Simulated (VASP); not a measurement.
Write the native input for VASP 6.6.1 that does the following.

```
Task                   : single point
Functional             : PBE
Potentials or basis    : VASP PAW PBE potentials, release 64 (Os, F)
Cutoff                 : 520 eV
k mesh                 : 15 × 15 × 12
Occupations            : gaussian, width 0.1 eV
Spin                   : no spin polarisation
Dipole correction      : no
Further INCAR settings : ALGO = Fast; EDIFF = 1e-06; NBANDS = 23
```

The structure of OsF lies in POSCAR:

```
OsF
1.0
    3.7781306796      0.0000000000      0.0000000000
   -1.8890653398      3.2719571474      0.0000000000
    0.0000000000      0.0000000000      3.9739466344
Os F
2 2
Direct
    0.3333333333      0.6666666667      0.7500000000
    0.6666666667      0.3333333333      0.2500000000
    0.0000000000      0.0000000000      0.0000000000
    0.0000000000      0.0000000000      0.5000000000
```

The cell was built by a generator and needn't be a form met in nature.

One way to write it, as run:

INCAR

```
PREC = Accurate
ENCUT = 520
EDIFF = 1E-6
ISMEAR = 0
SIGMA = 0.1
LREAL = F
LASPH = T
NELM = 100
ALGO = Fast
ISIF = 2
LWAVE = F
LCHARG = F
GGA = PE
NBANDS = 23
```

KPOINTS

```
Automatic mesh
0
Gamma
  15 15 12
```

Potentials or basis: VASP PAW PBE potentials, release 64 (Os, F).

The run is started by

```bash
$ cat potpaw_PBE.64/Os/POTCAR potpaw_PBE.64/F/POTCAR > POTCAR
$ mpirun -np 1 vasp_std > vasp.out
```

Results of the run:

```yaml
Pressure: -0.2 GPa
Band_gap_on_the_k_mesh: none (metal or under the smearing width)
```

It took 90 s on 1 thread of Intel(R) Xeon(R) 6975P-C (Granite Rapids), with other jobs on the host, peak memory 0.29 GiB.
